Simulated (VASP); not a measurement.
Output of a VASP run:

File OSZICAR:
```
       N       E                     dE             d eps       ncg     rms          rms(c)
DAV:   1     0.104237059223E+03    0.10424E+03   -0.90504E+03  1238   0.127E+03
DAV:   2    -0.263890179672E+01   -0.10688E+03   -0.10111E+03  1452   0.264E+02
DAV:   3    -0.691184969276E+01   -0.42729E+01   -0.42574E+01  1412   0.564E+01
DAV:   4    -0.694839554566E+01   -0.36546E-01   -0.36539E-01  1427   0.575E+00
DAV:   5    -0.694885640168E+01   -0.46086E-03   -0.46085E-03  1367   0.646E-01    0.889E+00
DAV:   6    -0.680211936961E+01    0.14674E+00   -0.32260E-01  1318   0.835E+00    0.580E+00
DAV:   7    -0.679544420167E+01    0.66752E-02   -0.71527E-02  1232   0.219E+00    0.219E+00
DAV:   8    -0.679317167383E+01    0.22725E-02   -0.39507E-03  1322   0.721E-01    0.273E-01
DAV:   9    -0.679308575693E+01    0.85917E-04   -0.47847E-04  1412   0.292E-01    0.335E-02
DAV:  10    -0.679309004416E+01   -0.42872E-05   -0.13041E-05  1330   0.425E-02    0.146E-02
DAV:  11    -0.679309123238E+01   -0.11882E-05   -0.16820E-06  1287   0.127E-02    0.431E-03
DAV:  12    -0.679309111654E+01    0.11584E-06   -0.17998E-07  1125   0.490E-03    0.204E-03
DAV:  13    -0.679309111622E+01    0.31923E-09   -0.70202E-08   661   0.214E-03
   1 F= -.67930911E+01 E0= -.67930911E+01  d E =0.000000E+00
```

### OUTCAR
```
------------------------ aborting loop because EDIFF is reached ----------------------------------------
  FORCE on cell =-STRESS in cart. coord.  units (eV):
  Direction    XX          YY          ZZ          XY          YZ          ZX
  --------------------------------------------------------------------------------------
  Total       -0.0017335     -0.0017335     -0.0017335      0.0000000      0.0000000     -0.0000000
  in kB       -0.0723572     -0.0723572     -0.0723572      0.0000000      0.0000000     -0.0000000
  external PRESSURE =      -0.0723572 kB  Pullay stress =       0.0000000 kB
  volume of cell :       38.38
      direct lattice vectors                 reciprocal lattice vectors
     0.000000000  2.677361885  2.677361885    -0.186750996  0.186750996  0.186750996
     2.677361885  0.000000000  2.677361885     0.186750996 -0.186750996  0.186750996
     2.677361885  2.677361885  0.000000000     0.186750996  0.186750996 -0.186750996
  FREE ENERGIE OF THE ION-ELECTRON SYSTEM (eV)
  ---------------------------------------------------
  free  energy   TOTEN  =        -6.7930911162 eV

  energy  without entropy=       -6.7930911162  energy(sigma->0) =       -6.79309112

 total charge

# of ion       s       p       d       tot
------------------------------------------
    1        0.241   0.187   9.352   9.780
    2        1.601   3.451   0.000   5.052
--------------------------------------------------
tot          1.842   3.638   9.352  14.833
```
(Selected blocks of OUTCAR.)

File POSCAR:
```
AgCl
1
    0.0000000000     2.6773618852     2.6773618852
    2.6773618852     0.0000000000     2.6773618852
    2.6773618852     2.6773618852     0.0000000000
Ag Cl
1 1
Direct
  0.0000000000   0.0000000000   0.0000000000
  0.5000000000   0.5000000000   0.5000000000
```

Question: Write an INCAR and KPOINTS that could have produced this output.

Answer: This is not unique; one that fits is the input of the run itself, LDA (Ceperley-Alder, Perdew-Zunger), plane waves, VASP's LDA PAW potentials (set 64).

INCAR:
```
SYSTEM = AgCl
PREC = Accurate
ENCUT = 520
EDIFF = 1E-7
NELM = 100
ALGO = Normal
LREAL = .FALSE.
LASPH = .TRUE.
ISMEAR = -5
LMAXMIX = 4
LWAVE = .FALSE.
LCHARG = .TRUE.
LORBIT = 11
NEDOS = 601
ISIF = 2
```

KPOINTS:
```
Automatic mesh
0
Gamma
10 10 10
0 0 0
```

POTCAR, in this order: Ag Cl (LDA.64 set). Program: vasp_std.

The compound is AgCl in the rock salt structure. It was relaxed first, which changed the volume by -10 %.
